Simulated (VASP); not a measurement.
Energy against volume of BN (zinc blende). Calculation: PBE GGA, VASP's PBE PAW potentials (set 64) (plane waves; VASP).

```json
[
 {"V (Å³/atom)": "5.599", "E (eV/atom)": "-8.69735"},
 {"V (Å³/atom)": "5.778", "E (eV/atom)": "-8.71865"},
 {"V (Å³/atom)": "5.956", "E (eV/atom)": "-8.72551"},
 {"V (Å³/atom)": "6.135", "E (eV/atom)": "-8.71984"},
 {"V (Å³/atom)": "6.314", "E (eV/atom)": "-8.70328"}
]
```

Task: Fit a third-order Birch-Murnaghan equation of state.

Result: 
```
Property                                       Result
---------------------------------------  ------------
volume per atom                          5.96 Å³/atom
bulk modulus                                  373 GPa
pressure derivative of the bulk modulus          3.69
lattice constant a                            3.626 Å
```

Measured: bulk modulus 410 GPa at 0 K (computed value off by -9.1 %), as given by Daniel Mejia-Rodriguez et al., Physical Review B (2018), arXiv:1807.09216 [0 K value with the zero-point phonon effect removed]; a 3.593 Å at 0 K (computed value off by +0.9 %), as given by Tamar Goldzak et al., The Journal of Chemical Physics (2022), arXiv:2208.04865 [corrected for zero-point motion].

The compound is BN in the zinc blende structure. It was relaxed first.
